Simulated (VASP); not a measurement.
## How a change of volume changes Nb

How do stress and energy of Nb follow a change of volume?

Calculated with VASP 6.6.1; PBEsol; plane waves and PAW (Nb_sv), in the first sound run; inputs show where later runs differ.

### Step 1. Set-up

Symmetry: Im-3m, No. 229, cubic system. Conventional cell: a = 3.300 Å, b = 3.300 Å, c = 3.300 Å, α = 90.00°, β = 90.00°, γ = 90.00°. Nearest to Nb lie 8 Nb at 2.86 Å.

As a file:

```xyz
1
Lattice="-1.6500 1.6500 1.6500 1.6500 -1.6500 1.6500 1.6500 1.6500 -1.6500" Properties=species:S:1:pos:R:3 pbc="T T T"
Nb    0.0000    0.0000    0.0000
```

### Step 2. Relax the crystal, PBEsol

The series starts from the cell that this level prefers, so that zero strain is near zero stress.

This step took 2 runs in a row; the last is shown.

Level: PBEsol; plane waves and PAW (Nb_sv).

INCAR reads:

```
SYSTEM = Nb
PREC = Accurate
ENCUT = 450
EDIFF = 1E-07
NELM = 120
ISMEAR = 1
SIGMA = 0.15
LREAL = .FALSE.
ALGO = Normal
GGA = PS
NBANDS = 12
LASPH = .TRUE.
LORBIT = 11
LWAVE = .FALSE.
LCHARG = .FALSE.
KPAR = 8
IBRION = 2
NSW = 40
ISIF = 3
EDIFFG = -0.005
POTIM = 0.4
```

POSCAR reads:

```
Nb
1.0
   -1.6345591088      1.6345591088      1.6345591088
    1.6345591088     -1.6345591088      1.6345591088
    1.6345591088      1.6345591088     -1.6345591088
Nb
1
Direct
    0.0000000000      0.0000000000      0.0000000000
```

KPOINTS reads:

```
Automatic mesh
0
Gamma
25 25 25
0 0 0
```

Potentials, in the order of the species: Nb_sv (PBE family, release 64).

On the command line:

```console
$ mpirun -np 8 vasp_std
```

The program printed:

```text
[banner, memory and clock lines left out]
running    8 mpi-ranks, on    1 nodes
[...]
|                                                                             |
|           W    W    AA    RRRRR   N    N  II  N    N   GGGG   !!!           |
|           W    W   A  A   R    R  NN   N  II  NN   N  G    G  !!!           |
|           W    W  A    A  R    R  N N  N  II  N N  N  G       !!!           |
|           W WW W  AAAAAA  RRRRR   N  N N  II  N  N N  G  GGG   !            |
|           WW  WW  A    A  R   R   N   NN  II  N   NN  G    G                |
|           W    W  A    A  R    R  N    N  II  N    N   GGGG   !!!           |
|                                                                             |
|     For optimal performance we recommend to set                             |
|       NCORE = 2 up to number-of-cores-per-socket                            |
|     NCORE specifies how many cores store one orbital (NPAR=cpu/NCORE).      |
|     This setting can greatly improve the performance of VASP for DFT.       |
[...]
DAV:   6    -0.109500289562E+02   -0.31656E-06   -0.26719E-07 12044   0.626E-03    0.569E-04
DAV:   7    -0.109500289760E+02   -0.19797E-07   -0.27704E-08  6880   0.166E-03
   2 F= -.10950029E+02 E0= -.10950036E+02  d E =0.108108E-05
 trial-energy change:    0.000001  1 .order    0.000002   -0.000010    0.000013
 step:   0.4654(harm=  0.4313)  dis= 0.00000  next Energy=   -10.950032 (dE=-0.242E-05)
[...]
N       E                     dE             d eps       ncg     rms          rms(c)
DAV:   1    -0.109500796413E+02   -0.50685E-04   -0.13105E-03 14540   0.506E-01    0.566E-02
DAV:   2    -0.109500373867E+02    0.42255E-04   -0.10089E-04 15476   0.130E-01    0.165E-02
DAV:   3    -0.109500320592E+02    0.53275E-05   -0.36640E-05 19804   0.602E-02    0.102E-02
DAV:   4    -0.109500322987E+02   -0.23948E-06   -0.82052E-07 14320   0.938E-03    0.512E-03
DAV:   5    -0.109500326863E+02   -0.38755E-06   -0.25078E-06 18160   0.106E-02    0.227E-03
DAV:   6    -0.109500324700E+02    0.21628E-06   -0.70838E-08  8476   0.338E-03    0.333E-04
DAV:   7    -0.109500324499E+02    0.20058E-07   -0.15120E-08  5932   0.159E-03
   3 F= -.10950032E+02 E0= -.10950041E+02  d E =-.239283E-05
[...]
reached required accuracy - stopping structural energy minimisation
```

Run time: 14 s. Hardware: 8 MPI ranks of AMD EPYC 9R45, shared host; peak memory 1.3 GiB; 100 s of CPU time.

Lines that name or quote the potential files are left out of all logs, and their timing lines are given in words.

From OUTCAR (step 2):

```text
  Total        0.0002549      0.0002549      0.0002549      0.0000000      0.0000000      0.0000000
  in kB        0.0233887      0.0233887      0.0233887      0.0000000      0.0000000      0.0000000
  external PRESSURE =       0.0233887 kB  Pullay stress =       0.0000000 kB

 POSITION                                       TOTAL-FORCE (eV/Angst)
 -----------------------------------------------------------------------------------
      0.00000      0.00000      0.00000         0.000000      0.000000      0.000000
 -----------------------------------------------------------------------------------
    total drift:                                0.000000     -0.000000      0.000000

  FREE ENERGIE OF THE ION-ELECTRON SYSTEM (eV)
  ---------------------------------------------------
  free  energy   TOTEN  =       -10.9500324499 eV

  energy  without entropy=      -10.9500593707  energy(sigma->0) =      -10.95004142

 reached required accuracy - stopping structural energy minimisation

[... 3 further parts left out ...]
[key lines of the parts left out:]
E-fermi :  11.4735
```

Numbers from this step:

```
energy(sigma→0) of the program : -10.9500 eV
stress, compression positive   : xx, yy, zz 0.00, 0.00, 0.00 GPa
volume                         : 17.460 Å³
ionic steps                    : 3
```

### Step 3. Relax at fixed volume, PBEsol

One member in full: the volume is scaled by 1.01, and the cell is held.

Level: PBEsol; plane waves and PAW (Nb_sv).

INCAR: that of step 2 with these lines changed.

```diff
@@ -15,7 +15,8 @@
 LCHARG = .FALSE.
-KPAR = 8
+KPAR = 2
 IBRION = 2
 NSW = 40
-ISIF = 3
-EDIFFG = -0.005
+ISIF = 2
+EDIFFG = -0.004
 POTIM = 0.4
+MAXMIX = 40
```

POSCAR reads:

```
Nb
1.0
   -1.6397134393      1.6397134393      1.6397134393
    1.6397134393     -1.6397134393      1.6397134393
    1.6397134393      1.6397134393     -1.6397134393
Nb
1
Direct
    0.0000000000      0.0000000000      0.0000000000
```

KPOINTS is that of step 2.

On the command line:

```console
$ mpirun -np 2 vasp_std
```

The program printed:

```text
[banner, memory and clock lines left out]
running    2 mpi-ranks, on    1 nodes
[...]
[... a notice as in an earlier step ...]

 LDA part: xc-table for (Slater+PW92), standard interpolation
 POSCAR, INCAR and KPOINTS ok, starting setup
[...]
entering main loop
       N       E                     dE             d eps       ncg     rms          rms(c)
DAV:   1     0.103940603243E+03    0.10394E+03   -0.67474E+03 11008   0.972E+02
DAV:   2    -0.748774174453E+01   -0.11143E+03   -0.10736E+03 12108   0.361E+02
DAV:   3    -0.112215150006E+02   -0.37338E+01   -0.35786E+01 15692   0.577E+01
DAV:   4    -0.114219885224E+02   -0.20047E+00   -0.19927E+00 15104   0.122E+01
[...]
DAV:  11    -0.109495016848E+02    0.50586E-05   -0.40320E-06 14100   0.329E-02    0.273E-03
DAV:  12    -0.109495015730E+02    0.11183E-06   -0.18859E-07 13308   0.520E-03    0.674E-04
DAV:  13    -0.109495014973E+02    0.75729E-07   -0.13429E-08  7716   0.181E-03
   1 F= -.10949501E+02 E0= -.10949538E+02  d E =-.109495E+02
[...]
reached required accuracy - stopping structural energy minimisation
```

Run time: 20 s. Hardware: 2 MPI ranks; peak memory 0.31 GiB.

OUTCAR, selected parts (step 3):

```text
  Total       -0.1957847     -0.1957847     -0.1957847      0.0000000     -0.0000000     -0.0000000
  in kB      -17.7879313    -17.7879313    -17.7879313      0.0000000     -0.0000000     -0.0000000
  external PRESSURE =     -17.7879313 kB  Pullay stress =       0.0000000 kB

 POSITION                                       TOTAL-FORCE (eV/Angst)
 -----------------------------------------------------------------------------------
      0.00000      0.00000      0.00000         0.000000     -0.000000     -0.000000
 -----------------------------------------------------------------------------------
    total drift:                                0.000000     -0.000000      0.000000

  FREE ENERGIE OF THE ION-ELECTRON SYSTEM (eV)
  ---------------------------------------------------
  free  energy   TOTEN  =       -10.9495014973 eV

  energy  without entropy=      -10.9496122375  energy(sigma->0) =      -10.94953841

[... 2 parts as in an earlier step ...]

[... 2 further parts left out ...]
[key lines of the parts left out:]
E-fermi :  11.3303
```

This run gave:

```
energy(sigma→0) of the program : -10.9495 eV
stress, compression positive   : xx, yy, zz -1.78, -1.78, -1.78 GPa
ionic steps                    : 1
```

### Step 4. The table

The other members went through these steps as far as the tables show, with the same cutoff and, step by step, the same mesh; 9 runs are not shown. The session took 0.17 core hours (wall time by ranks) on a shared machine.

| volume over the relaxed volume | volume (Å³/atom) | pressure (GPa) | energy above the unstrained row, extrapolated to no smearing (meV/atom) |
| --- | --- | --- | --- |
| 0.940 | 16.412 | 12.565 | 42.249 |
| 0.960 | 16.762 | 7.995 | 18.909 |
| 0.980 | 17.111 | 3.822 | 5.105 |
| 0.990 | 17.285 | 1.871 | 1.534 |
| 1 | 17.460 | 0.006 | 0.000 |
| 1.010 | 17.634 | -1.779 | 0.486 |
| 1.020 | 17.809 | -3.486 | 2.862 |
| 1.040 | 18.158 | ? | ? |
| 1.060 | 18.508 | -9.599 | 29.764 |

### Step 5. Stress from the known rows

A least-squares cubic through the 8 rows shown, with u the logarithm of the volume ratio: pressure = − 253.8 u³ + 316.5 u² − 182.4 u + 0.005167 (GPa), r.m.s. residual 8.3e-4 GPa.

At u = 0.03922 this predicts -6.678 GPa.

### Step 6. The withheld row

The calculation gives -6.681 GPa, so the prediction is 0.003 GPa too high.

A cubic of the pressure in ln(V/V₀) through all rows has the slope −B at V₀: B = 182 GPa, and its curvature gives B′ = 3.5.

### Step 7. Outcome

```
error of the predicted pressure : 0.003 GPa
bulk modulus                    : 182 GPa
```

What this shows: The slope of the energy gives 0.46 GPa at the relaxed volume where the pressure column has 0.01 GPa, a mark of the finite basis or of the smearing. These are static values: temperature and zero-point motion are left out. In a metal the slopes also depend on mesh and smearing, which were held through the series.

[Lines on the potential files, build, host, timing and source positions are cut from VASP's logs without a mark.]

[Logs are printed without paths, hosts, clocks, repeated set-up lines and the standing remarks that a program may print on its own settings, such as how far it seeks lower states.]

[Hosts, paths, dates, database ids (printed as entryN), source tags and the programs' standing remarks are cut or masked in the printed files.]

[In band tables of VASP the shares of atoms and orbitals are scaled to a sum of 1 inside the atoms' spheres.]
